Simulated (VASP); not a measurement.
Given:

```
CELL_PARAMETERS angstrom
      3.77045     0.00000     0.00000
      0.00000     3.69331     0.00000
      0.00000     0.00000     4.78632
ATOMIC_POSITIONS crystal
  Sn 0.50000 0.00000 0.76200
  Sn 0.00000 0.50000 0.23800
  O  0.50000 0.50000 0.00000
  O  0.02312 0.00000 0.00000
```

Level of theory: PBE GGA, VASP's PBE PAW potentials (set 64) (plane waves; VASP 6.6.1). Run with 520 eV cut-off, 7×8×5 Γ-centred mesh, Gaussian smearing of 0.050 eV, potentials Sn_d O.

Question: Give the force on each atom (eV/Å).

Answer: 
```
atom      Fx     Fy      Fz
----  ------  -----  ------
Sn1    0.365  0.000  -1.262
Sn2    0.058  0.000   1.168
O3     0.443  0.000   0.188
O4    -0.867  0.000  -0.094
```

Question: Give the stress tensor in GPa (positive for a compressed cell).

Answer: 
```
10.91   0.00  -1.22
 0.00  12.52   0.00
-1.22   0.00   8.44
```
The pressure is its mean diagonal, 10.62 GPa.

The compound is SnO in the litharge structure. The cell was not relaxed at this level. The run is one of a series of settings (KPOINTS 7×8×5 Γ-centred mesh against the base run), some of them coarse on purpose.
